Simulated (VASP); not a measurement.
```yaml
crystal:
  lattice:
    - [2.35783, 1.36129, 4.29076]
    - [-2.35783, 1.36129, 4.29076]
    - [0.00000, -2.72259, 4.29076]
  atoms:
    - { symbol: Al, position: [0.14790, 0.14790, 0.14790] }
    - { symbol: Al, position: [0.85210, 0.85210, 0.85210] }
    - { symbol: Al, position: [0.35210, 0.35210, 0.35210] }
    - { symbol: Al, position: [0.64790, 0.64790, 0.64790] }
    - { symbol: O, position: [0.94386, 0.55614, 0.25000] }
    - { symbol: O, position: [0.05614, 0.44386, 0.75000] }
    - { symbol: O, position: [0.25000, 0.94386, 0.55614] }
    - { symbol: O, position: [0.75000, 0.05614, 0.44386] }
    - { symbol: O, position: [0.55614, 0.25000, 0.94386] }
    - { symbol: O, position: [0.44386, 0.75000, 0.05614] }
```

Computed with PBE GGA, VASP's PBE PAW potentials (set 64) (plane waves; VASP). Numerical set-up: 400 eV cut-off, 5×5×5 Γ-centred mesh shifted by (0.5, 0.5, 0.5), Gaussian smearing of 0.010 eV, potentials Al O.

At this cut-off the stress carries a Pulay error, which pulls relaxed volumes low.

Q: Predict the energy per atom (σ→0), pressure, largest force.

A: 
| Item | Value |
|---|---|
| energy per atom (σ→0) | -7.473 eV/atom |
| pressure | 8.35 GPa |
| largest force | 0.080 eV/Å |

The structure comes from a computed database's Al2O3 entry; how it stands against other phases isn't given here. The cell was not relaxed at this level.
